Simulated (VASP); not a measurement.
A convergence study with VASP on Be (hcp): one setting is varied, all else stays as given below, so the limit is that of these other settings. Each run relaxes cell and ions from the cell shown. The basis is that of the starting cell, so low cut-offs carry a Pulay error.

```
CELL_PARAMETERS angstrom
      1.14500    -1.98320     0.00000
      1.14500     1.98320     0.00000
      0.00000     0.00000     3.58000
ATOMIC_POSITIONS crystal
  Be 0.33333 0.66667 0.25000
  Be 0.66667 0.33333 0.75000
```

Calculation: PBE GGA, VASP's PBE PAW potentials (set 64) (plane waves; VASP). The tightest run used: 700 eV cut-off, 15×15×8 Γ-centred mesh, first-order Methfessel-Paxton smearing of 0.10 eV, potentials Be.

```json
[
 {"setting": "ENCUT = 150", "relaxed volume (Å³/atom)": "7.665", "E (eV/atom)": "-3.7045", "plane waves": "74"},
 {"setting": "ENCUT = 200", "relaxed volume (Å³/atom)": "7.807", "E (eV/atom)": "-3.7496", "plane waves": "116"},
 {"setting": "ENCUT = 250", "relaxed volume (Å³/atom)": "7.904", "E (eV/atom)": "-3.7643", "plane waves": "159"}
]
```

Problem. These are the cheaper rows. Estimate the results at ENCUT = 700, and how far the last row shown lies from them.

Solution. 
| quantity | tightest run | last row shown is off by |
|---|---|---|
| relaxed volume (Å³/atom) | 7.908 | -0.004 |
| E (eV/atom) | -3.7669 | 0.0026 |

Left out are rungs that failed or repeat a setting and relaxations that didn't move; long series are thinned to 24 rows.

The compound is Be in the hcp structure.
